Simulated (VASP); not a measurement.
Input:

```
HfO2
1.0
    0.00000     2.47340     2.47340
    2.47340     0.00000     2.47340
    2.47340     2.47340     0.00000
Hf O
1 2
Direct
  0.00000   0.00000   0.00000
  0.25000   0.25000   0.25000
  0.75000   0.75000   0.75000
```

Calculation: PBE GGA with D4 dispersion, VASP's PBE PAW potentials (set 64) (plane waves; VASP). Run with 520 eV cut-off, 8×8×8 Γ-centred mesh, Gaussian smearing of 0.050 eV, potentials Hf_pv O.

Unless said otherwise, spin-orbit coupling is left out, though it shifts the bands of the heavy elements here.

Question: Estimate the energy per atom (σ→0), pressure, band gap (on the k-mesh) with the smallest direct gap where there is one.

Answer: 
The band gap (on the k-mesh) is 4.00 eV, the smallest direct gap (on the k-mesh) is 4.00 eV and the energy per atom (σ→0) comes out as -10.243 eV/atom. The pressure comes out as 18.22 GPa.

Total energies compare only between runs with the same potentials, cut-off and functional.

The compound is HfO2 in the fluorite structure, the high-temperature cubic form, which is unstable at 0 K; the monoclinic form is the stable one. This cell is one point of a volume scan, at 0.94 of the reference volume.
